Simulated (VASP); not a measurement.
Ca3ZrN3:

```
Ca Zr N
1.0
     4.71149    0.00000    0.00000
     0.00000    4.71149    0.00000
     0.00000    0.00000    4.71149
Ca Zr N
3 1 3
Direct
  0.00000 0.50000 0.00000
  0.00000 0.00000 0.50000
  0.50000 0.00000 0.00000
  0.50000 0.50000 0.50000
  0.50000 0.00000 0.50000
  0.50000 0.50000 0.00000
  0.00000 0.50000 0.50000
```

The cell was built by a generator and needn't be a form met in nature.

| Property | Result |
| --- | --- |
| Program | VASP 6.6.1 |
| Task | relaxation of cell and atoms |
| Functional | PBE |
| Potentials or basis | VASP PAW PBE potentials, release 64 (Ca_sv, Zr_sv, N) |
| Cutoff | 520 eV |
| k mesh | 3 × 3 × 3 |
| Occupations | gaussian, width 0.15 eV |
| Spin | no spin polarisation |

At the start: pressure 7.3 GPa; volume 14.94 Å³/atom.

How do energy, volume and symmetry change on relaxing?

Over 3 steps the energy falls by 19.8 meV/atom and the volume is 15.83 Å³/atom (+6.0 %); space group Pm-3m (No. 221, to 0.05 Å).

Step by step:
```
step  energy change (eV)  largest force (eV/Å)  pressure (GPa)  volume (Å³)
   1              0.0000                0.0000            7.31       104.59
   2             -0.0769                0.0000           -4.19       115.25
   3             -0.1384                0.0000           -0.08       110.84
```

Final structure:
```cif
data_structure
_symmetry_space_group_name_H-M 'P 1'
_symmetry_Int_Tables_number 1
_cell_length_a 4.8036
_cell_length_b 4.8036
_cell_length_c 4.8036
_cell_angle_alpha 90.000
_cell_angle_beta 90.000
_cell_angle_gamma 90.000
_cell_volume 110.84
loop_
_atom_site_label
_atom_site_type_symbol
_atom_site_fract_x
_atom_site_fract_y
_atom_site_fract_z
_atom_site_occupancy
Ca1 Ca 0.00000 0.50000 0.00000 1
Ca2 Ca 0.00000 0.00000 0.50000 1
Ca3 Ca 0.50000 0.00000 0.00000 1
Zr1 Zr 0.50000 0.50000 0.50000 1
N1 N 0.50000 0.00000 0.50000 1
N2 N 0.50000 0.50000 0.00000 1
N3 N 0.00000 0.50000 0.50000 1
```

Caveat: the k mesh is coarse (spacing up to 0.44 Å⁻¹), so the values aren't converged.
